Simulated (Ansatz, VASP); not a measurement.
## H23C11 (amorphous polyisobutylene at 460 K) in two plane-wave programs

Wanted: the spread between two codes on one cell, functional and k mesh. The cell is taken from a series of runs on this material, whose earlier steps may have relaxed, scaled, displaced or heated it; both programs get it as it stands.

Main program and level: Ansatz 0.2.0; plane waves, with VASP 6.6.1 beside it; single point at LDA.

### Step 1. The structure

The cell holds 136 atoms: 44 C and 92 H. Cell: a = 10.244 Å, b = 10.308 Å, c = 10.237 Å, α = 89.2°, β = 93.4°, γ = 93.2°. As first built, before any earlier steps moved the atoms (in the runner's words): 2 polyisobutylene chains of 5 units placed at random, at 0.803 g/cm^3; overlaps pushed apart, then 20 ps at 800 K with MMFF94 bonds, angles, torsions, charges and radii (Halgren, J. Comput. Chem. 17, 490 (1996)) in harmonic and 12-6 forms; charges of ions scaled by 0.8. Snapshot after 30 ps at 460 K and fixed volume.

### Step 2. Ansatz: single point, LDA

Ansatz runs on its default PAW (the set named soft_2) files.

A single point gives forces, pressure and levels at one fixed geometry, so differences don't come from the geometry; what else differs is listed under the comparison.

input.yaml

```yaml
crystal:
  lattice:
    - [10.23496, -0.28964, -0.30185]
    - [-0.28964, 10.30352, 0.06978]
    - [-0.30185, 0.06978, 10.23267]
  atoms:
    - { symbol: C, position: [0.78476, 0.66019, 0.96458] }
    - { symbol: C, position: [0.91509, 0.73605, 0.97441] }
    - { symbol: C, position: [0.98951, 0.73387, 0.1084] }
    - { symbol: C, position: [0.9035, 0.78745, 0.20882] }
    - { symbol: C, position: [0.11046, 0.82482, 0.10344] }
    - { symbol: C, position: [0.02034, 0.59723, 0.15705] }
    - { symbol: C, position: [0.11753, 0.51087, 0.09738] }
    - { symbol: C, position: [0.08943, 0.49082, 0.95133] }
    - { symbol: C, position: [0.25844, 0.56567, 0.11551] }
    - { symbol: C, position: [0.11827, 0.38016, 0.17272] }
    - { symbol: C, position: [0.99525, 0.29268, 0.19745] }
    - { symbol: C, position: [0.90645, 0.27816, 0.07401] }
    - { symbol: C, position: [0.04505, 0.15892, 0.23001] }
    - { symbol: C, position: [0.93195, 0.342, 0.3194] }
    - { symbol: C, position: [0.78951, 0.30828, 0.34871] }
    - { symbol: C, position: [0.69493, 0.36764, 0.24744] }
    - { symbol: C, position: [0.75668, 0.16292, 0.35371] }
    - { symbol: C, position: [0.75864, 0.37215, 0.47754] }
    - { symbol: C, position: [0.84278, 0.36763, 0.60607] }
    - { symbol: C, position: [0.96309, 0.46152, 0.60722] }
    - { symbol: C, position: [0.88411, 0.23288, 0.64314] }
    - { symbol: C, position: [0.75688, 0.41093, 0.71165] }
    - { symbol: H, position: [0.73789, 0.6669, 0.86497] }
    - { symbol: H, position: [0.71575, 0.69626, 0.03246] }
    - { symbol: H, position: [0.79425, 0.55574, 0.98627] }
    - { symbol: H, position: [0.89983, 0.83952, 0.94998] }
    - { symbol: H, position: [0.97823, 0.70334, 0.89919] }
    - { symbol: H, position: [0.95954, 0.80318, 0.30333] }
    - { symbol: H, position: [0.81805, 0.72094, 0.22724] }
    - { symbol: H, position: [0.86637, 0.88166, 0.17522] }
[... 100 atom lines left out ...]
    - { symbol: H, position: [0.79616, 0.72678, 0.64646] }
    - { symbol: H, position: [0.76678, 0.65896, 0.48713] }
    - { symbol: H, position: [0.84288, 0.8179, 0.5054] }
    - { symbol: H, position: [0.67021, 0.91951, 0.70932] }
    - { symbol: H, position: [0.56287, 0.99408, 0.59117] }
    - { symbol: H, position: [0.73272, 0.99399, 0.56603] }
kpoints:
  mp_grid: { grid: [1, 1, 1] }
hamiltonian:
  xc: lda
scf:
  occupations: { method: fixed }
output:
  forces: true
  stress: true
  populations: true
  dos:
    method: { smearing: { sigma: 0.15 } }
    de: 0.1
    projected: { site_lists: { C: [C], H: [H] } }
  eigenvalues: true
  write_density: true
  write_potential: true
  volumetric_format: npy
```

Started as:

```console
ansatz run input.yaml --threads 4 --pin off --max-ram 8192MiB --backend cpu --events-out ev --progress --plain --runs-dir out
```

Numbers of over 12 decimals in the logs are rounded to 6 here.

The log of the run:

```text
Engine: ansatz 0.2.0, x86_64-unknown-linux-gnu
Pseudopotentials: kind: paw
Pseudopotential: C, paw, valence charge 4, recommended cutoff 420 eV (normal), C.paw.azcp
Pseudopotential: H, paw, valence charge 1, recommended cutoff 420 eV (normal), H.paw.azcp
Functional definition: SPW92
  exchange = slater_x
  correlation = pw_c
Crystal: 136 atoms, lattice volume = 1077.263 Å³
Basis set: ecut = 420 eV, 21041 PW (Γ)
Bands: 270, of which v1, the nominal top of the filled ones, is band 134 counted from 1 (133 counted from 0)
Symmetry: 1 space group operations
Space group: P1 (ITA 1), of the structure as read, at distance tolerance 1.0e-4 Å
k-points: 1
Non-local potential: C, projectors of the file, l = 0: 2, l = 1: 2, l = 2: 1
Non-local potential: H, projectors of the file, l = 0: 2, l = 1: 1
PAW form: soft (Blöchl's): semilocal exchange-correlation on the pseudo side does not see the compensation charge
PAW frozen core: C, regenerated for the run's functional, and the local potential with it (the file was generated under x = pbe(κ = 0.804, μ = 0.219515), c = pbe(β = 0.066725))
PAW one-centre angular grid: C, 110 points (default); XC on 64 Gauss nodes
PAW one-centre angular grid: H, 110 points (default); XC on 64 Gauss nodes
Initial density: superposition of atomic densities (neutral atoms: chi_scale 0, normalization atom), corrected by the library's trained network
Initial wavefunctions: pseudopotential atomic-orbital guess
Functional: x = slater, c = lda
SCF iter   1: F=—  HF=-12145.739722 eV  |F-HF|=—  |Δ(HF+E_count)|=         —  Δρ=9.33e-3  dr2=6.13e-1  ethr=1.77e-3  ⟨swp⟩=4.0  Hψ=918  notcnv=0  defer=131
preconditioner: auto → Resta (q_TF=auto, 2.164 Å⁻¹)  ε∞=2.4  [insulator: Δε(μ)=5.076 eV  Ē_g=15.582 eV  n_scr=184 (ndim 8)  ℏωp=18.5 eV  f_vac=0.166  ε∞_Penn≈2.4]
SCF iter   2: F=—  HF=-12145.579330 eV  |F-HF|=—  |Δ(HF+E_count)|=   1.60e-1  Δρ=4.31e-3  dr2=1.26e-1  ethr=2.29e-4  ⟨swp⟩=2.0  Hψ=313  notcnv=0  defer=134
SCF iter   3: F=—  HF=-12145.546133 eV  |F-HF|=—  |Δ(HF+E_count)|=   3.32e-2  Δρ=9.74e-4  dr2=8.96e-3  ethr=4.69e-5  ⟨swp⟩=2.0  Hψ=245  notcnv=0  defer=134
SCF iter   4: F=—  HF=-12145.545036 eV  |F-HF|=—  |Δ(HF+E_count)|=   1.10e-3  Δρ=2.34e-4  dr2=5.30e-4  ethr=3.34e-6  ⟨swp⟩=2.0  Hψ=279  notcnv=0  defer=134
SCF iter   5: F=—  HF=-12145.545409 eV  |F-HF|=—  |Δ(HF+E_count)|=   3.72e-4  Δρ=7.00e-5  dr2=8.25e-5  ethr=1.98e-7  ⟨swp⟩=2.0  Hψ=242  notcnv=0  defer=133
SCF iter   6: F=—  HF=-12145.546333 eV  |F-HF|=—  |Δ(HF+E_count)|=   9.24e-4  Δρ=1.85e-5  dr2=8.13e-6  ethr=3.08e-8  ⟨swp⟩=2.0  Hψ=369  notcnv=0  defer=128
SCF iter   7: F=—  HF=-12145.546345 eV  |F-HF|=—  |Δ(HF+E_count)|=   1.28e-5  Δρ=7.19e-6  dr2=8.72e-7  ethr=3.03e-9  ⟨swp⟩=2.0  Hψ=247  notcnv=0  defer=129
SCF iter   8: F=—  HF=-12145.546346 eV  |F-HF|=—  |Δ(HF+E_count)|=   9.89e-7  Δρ=3.30e-6  dr2=1.54e-7  ethr=3.73e-11  ⟨swp⟩=21.0  Hψ=2553  notcnv=0
SCF iter   9: F=-12145.546346 eV  HF=-12145.546346 eV  |F-HF|=7.96e-9  |Δ(HF+E_count)|=   7.09e-8  Δρ=8.60e-7  dr2=1.20e-8  ethr=3.73e-11  ⟨swp⟩=8.0  Hψ=1144  notcnv=0
SCF 1 converged in 9 iterations: F = -12145.546346 eV  dr2 = 1.20e-8
  greatest PAW one-centre occupation: 0.656 electrons in one spin orbital (limit 2), on the C atom at site 88 (counted from 0), in its partial waves of l = 0
SCF converged after 9 iterations
Free energy (F): -12145.546346 eV
Harris-Foulkes:  -12145.546346 eV  (|F-HF|=7.96e-9)
Internal energy: -12145.546346 eV  (E = F + TS)
E sigma→0 (E₀):  -12145.546346 eV
Fermi energy:    -1.308408 eV
--- Per-component energies (eV) ---
  E_band       = -1717.936134
  E_kinetic    = 5291.361460
  E_local      = -15899.992170  (includes V_loc(G=0)·N_el)
  E_nonlocal   = 1387.250420
  E_hartree    = 5788.826650
  E_xc         = -2914.055776
  E_vxc        = -3675.027705  (∫ρ·V_xc dr)
  E_paw        = -4090.976831  (= ΣΔE_a)
  E_vpaw       = -399.055975  (= ΣTr[D̂ρ^β])
  E_aug_tail   = -0.121619  (compensation charges beyond the density's cutoff)
  E_ewald      = -1710.603110
  E_core_change = 2.764630  (= ΣΔE_core)
  E_smearing   = -0.000000  (= −TS)
  E_closure    = -0.000000  (closes the sum)
  Σ components = -12145.546346   (vs F -12145.546346, Δ=0.00e0)
--- Forces (eV/Å), atoms counted from 1 ---
  atom   1  C     -0.01257411    -0.00192698    -0.00503416
  atom   2  C      0.00281598    -0.00516934     0.00208946
  atom   3  C     -0.00313435     0.01872603    -0.00384735
  atom   4  C     -0.00173035    -0.00850618     0.02201890
  atom   5  C      0.00539964    -0.00780176     0.00644063
  atom   6  C      0.00144094     0.00182215     0.00511937
  atom   7  C      0.00848781     0.00380700     0.00018500
  atom   8  C     -0.00991946     0.00011951     0.00600283
  atom   9  C      0.00194582     0.01579972     0.01668622
  atom  10  C     -0.00438034    -0.00681384    -0.00290026
  atom  11  C     -0.00129419     0.00410915     0.00824128
[...]
atom  86  C     -0.00127535    -0.00093650     0.00487763
  atom  87  C      0.00344125    -0.00151055    -0.00135388
  atom  88  C      0.00292768    -0.00123817    -0.00576957
  atom  89  C     -0.00374478     0.00227876     0.00371807
  atom  90  C      0.00658601     0.00246490    -0.00006320
  atom  91  H      0.00497562     0.00248769     0.00880604
  atom  92  H     -0.00009304     0.00180286    -0.00413487
  atom  93  H     -0.00369920     0.00185541     0.00253840
  atom  94  H     -0.00228023     0.00099903     0.00330127
  atom  95  H     -0.00080993    -0.00607131    -0.00623164
  atom  96  H     -0.00120962     0.00128041    -0.00067420
  atom  97  H      0.00137182    -0.00025827     0.00036689
  atom  98  H     -0.00358661    -0.00055418    -0.00856521
[...]
atom 129  H      0.00172016     0.00229514    -0.00245731
  atom 130  H      0.00077120     0.00390586     0.00133027
  atom 131  H      0.00038704     0.00035040    -0.00333019
  atom 132  H      0.00152732     0.00266597     0.00413887
  atom 133  H     -0.00205728    -0.00335024     0.00053326
  atom 134  H      0.00160390    -0.00126254    -0.00051082
  atom 135  H      0.00548120    -0.00142969    -0.00029462
  atom 136  H     -0.00482379    -0.00547290     0.00553392
  max |Σ_I F_I| component: 1.19e-5 eV/Å
--- Stress (GPa, compression-positive) ---
       -0.013896      -0.012600      -0.006660
       -0.012600      -0.008426       0.017013
       -0.006660       0.017013      -0.012183
  P = ⅓ Tr σ = -0.0115 GPa (-0.115 kbar)
--- Band table (eV) ---
  k-point 0: bands = [... 130 lower, -1.5501, -1.4640, -1.3466, -1.3084, 3.8349, 4.5444, 4.7851, 4.9559, ... 132 higher]
--- Löwdin populations: 136 sites ---
  site symbol       q [e]
     0      C      4.4703
     1      C      4.2784
     2      C      3.9111
     3      C      4.4727
     4      C      4.4649
     5      C      4.2868
     6      C      3.9168
     7      C      4.4678
     8      C      4.4751
     9      C      4.2879
    10      C      3.9212
    11      C      4.4650
    12      C      4.4678
    13      C      4.2943
    14      C      3.9143
    15      C      4.4787
    16      C      4.4778
    17      C      4.2892
    18      C      3.9053
    19      C      4.4812
    20      C      4.4703
    21      C      4.4634
    22      H      0.8194
    23      H      0.8172
[...]
128      H      0.8276
   129      H      0.8184
   130      H      0.8280
   131      H      0.8378
   132      H      0.8300
   133      H      0.8266
   134      H      0.8294
   135      H      0.8328
  spilling = 0.008081 (of n_electrons = 268.000000)
```

The column dr2 measures how far the density is from self-consistency, as an energy; F and HF (Harris–Foulkes) agree once it is small.

### Step 3. VASP: single point, LDA

The same cell, functional (in two slightly different forms) and mesh now go to VASP, with its own data sets.

Lines of VASP's logs that name or quote its potential files are left out, and so is its time.

INCAR

```
SYSTEM = H23C11
PREC = Accurate
ENCUT = 600
EDIFF = 1E-06
NELM = 120
ISMEAR = 0
SIGMA = 0.01
LREAL = Auto
ALGO = Normal
GGA = CA
NBANDS = 229
LORBIT = 11
LWAVE = .FALSE.
LCHARG = .FALSE.
ISIF = 2
LASPH = .TRUE.
GGA_COMPAT = .FALSE.
EFERMI = MIDGAP
```

POSCAR

```
H23C11
1.0
   10.2349600000     -0.2896400000     -0.3018500000
   -0.2896400000     10.3035200000      0.0697800000
   -0.3018500000      0.0697800000     10.2326700000
C H
44 92
Direct
    0.7847600000      0.6601900000      0.9645800000
    0.9150900000      0.7360500000      0.9744100000
    0.9895100000      0.7338700000      0.1084000000
    0.9035000000      0.7874500000      0.2088200000
    0.1104600000      0.8248200000      0.1034400000
    0.0203400000      0.5972300000      0.1570500000
    0.1175300000      0.5108700000      0.0973800000
    0.0894300000      0.4908200000      0.9513300000
    0.2584400000      0.5656700000      0.1155100000
    0.1182700000      0.3801600000      0.1727200000
    0.9952500000      0.2926800000      0.1974500000
    0.9064500000      0.2781600000      0.0740100000
    0.0450500000      0.1589200000      0.2300100000
    0.9319500000      0.3420000000      0.3194000000
    0.7895100000      0.3082800000      0.3487100000
    0.6949300000      0.3676400000      0.2474400000
    0.7566800000      0.1629200000      0.3537100000
    0.7586400000      0.3721500000      0.4775400000
    0.8427800000      0.3676300000      0.6060700000
    0.9630900000      0.4615200000      0.6072200000
    0.8841100000      0.2328800000      0.6431400000
    0.7568800000      0.4109300000      0.7116500000
    0.6132900000      0.9446100000      0.9766500000
    0.5909700000      0.0879500000      0.9728000000
    0.4480300000      0.1252300000      0.9608000000
    0.4499100000      0.2717300000      0.9718400000
    0.3791800000      0.0649400000      0.0763900000
    0.3892300000      0.0732800000      0.8290400000
    0.2595900000      0.1156800000      0.7653500000
    0.1511300000      0.1027000000      0.8604500000
[... 100 atom lines left out ...]
    0.7961600000      0.7267800000      0.6464600000
    0.7667800000      0.6589600000      0.4871300000
    0.8428800000      0.8179000000      0.5054000000
    0.6702100000      0.9195100000      0.7093200000
    0.5628700000      0.9940800000      0.5911700000
    0.7327200000      0.9939900000      0.5660300000
```

KPOINTS

```
Automatic mesh
0
Gamma
1 1 1
0 0 0
```

The projector-augmented-wave data sets are C and H (LDA family, release 64).

Started as:

```console
export OMP_NUM_THREADS=3
mpirun -np 1 vasp_gam
```

The log of the run:

```text
[banner, memory and clock lines left out]
running    1 mpi-ranks, on    1 nodes
[...]
Offloading initialized ...    1 GPUs detected
[...]
LDA part: xc-table for (Slater(with rela. corr.)+CA(PZ))
 , standard interpolation
 POSCAR, INCAR and KPOINTS ok, starting setup
[...]
entering main loop
       N       E                     dE             d eps       ncg     rms          rms(c)
DAV:   1     0.154593271339E+04    0.15459E+04   -0.14546E+05   466   0.121E+03
DAV:   2    -0.660650849344E+03   -0.22066E+04   -0.20583E+04   583   0.256E+02
DAV:   3    -0.863178816337E+03   -0.20253E+03   -0.20072E+03   588   0.766E+01
DAV:   4    -0.868327372734E+03   -0.51486E+01   -0.51353E+01   612   0.140E+01
[...]
DAV:  16    -0.783499355413E+03   -0.10036E-04   -0.20471E-05   564   0.162E-02    0.103E-02
DAV:  17    -0.783499356685E+03   -0.12715E-05   -0.21617E-05   604   0.126E-02    0.475E-03
DAV:  18    -0.783499357462E+03   -0.77766E-06   -0.66429E-06   548   0.555E-03
   1 F= -.78349936E+03 E0= -.78349936E+03  d E =0.000000E+00
```

From OUTCAR (step 3):

```text
  FREE ENERGIE OF THE ION-ELECTRON SYSTEM (eV)
  ---------------------------------------------------
  free  energy   TOTEN  =      -783.4993574624 eV

  energy  without entropy=     -783.4993574624  energy(sigma->0) =     -783.49935746
```

The run ends at a pressure of 0.13 GPa, with forces up to 0.050 eV/Å.

### Step 4. Side by side

Known differences besides the potentials themselves: the two LDA forms differ slightly; fixed occupations in Ansatz, narrow Gaussian smearing in VASP; the cutoff is 420 eV in Ansatz and 600 eV in VASP (PREC = Accurate, projectors in real space); VASP's log shows a relativistic correction to its local exchange, Ansatz's none. Total energies have different zeros and are not compared.

The two programs side by side:

| quantity | Ansatz | VASP | difference |
| --- | --- | --- | --- |
| pressure (GPa) | -0.01 | 0.13 | -0.15 |
| gap on the k mesh (eV) | 5.143 | 5.143 | +0.001 |

Forces on 10 of the 136 atoms, those with the largest forces and the largest differences (eV/Å; atoms numbered as in POSCAR):

| atom | Ansatz x, y, z | VASP x, y, z |
| --- | --- | --- |
| H57 | -0.001, -0.002, -0.004 | 0.010, 0.002, 0.042 |
| H65 | 0.000, 0.000, -0.003 | 0.031, -0.027, -0.026 |
| H68 | -0.001, 0.000, -0.004 | 0.024, -0.013, -0.040 |
| H72 | -0.005, 0.001, -0.003 | 0.022, -0.014, 0.032 |
| H100 | 0.000, -0.001, 0.003 | 0.022, 0.007, 0.041 |
| H102 | -0.001, 0.001, -0.002 | 0.032, 0.006, -0.034 |
| H111 | -0.002, -0.004, -0.004 | -0.043, 0.012, -0.017 |
| H114 | -0.005, -0.002, 0.000 | -0.012, -0.045, -0.008 |
| H116 | -0.001, -0.005, -0.002 | -0.011, -0.047, -0.009 |
| H119 | -0.001, -0.001, 0.001 | 0.017, 0.027, -0.033 |

The forces differ by 22 meV/Å r.m.s., where the r.m.s. force is 0.005 eV/Å in Ansatz and 0.020 eV/Å in VASP: the atoms lie near their places of rest in Ansatz, so a percentage would say little (all taken over all components). A gap on the mesh is an upper bound, since the band edges may lie between its points.

### Step 5. Outcome

| Property | Result |
| --- | --- |
| r.m.s. force difference (single point, LDA) | 22 meV/Å |

The r.m.s. force difference is 22 meV/Å (single point, LDA), beyond the 12 meV/Å picked in this series as the mark of a large difference. What causes the difference of the single point, LDA pair stays open here. Such differences can come from data sets, numerical settings and the points named under the comparisons, not from the functional's error against experiment.

[Lines on the potential files, build, host, timing and source positions are cut from VASP's logs without a mark.]

[Logs are printed without paths, hosts, clocks, repeated set-up lines and the standing remarks that a program may print on its own settings, such as how far it seeks lower states.]

[Hosts, paths, dates, database ids (printed as entryN), source tags and the programs' standing remarks are cut or masked in the printed files.]

[The MMFF94 radii named for the starting cell were scaled by 0.96; in molecules described by MMFF94, hydrogen bound to N, O or S took a small fixed 12-6 site in their place.]
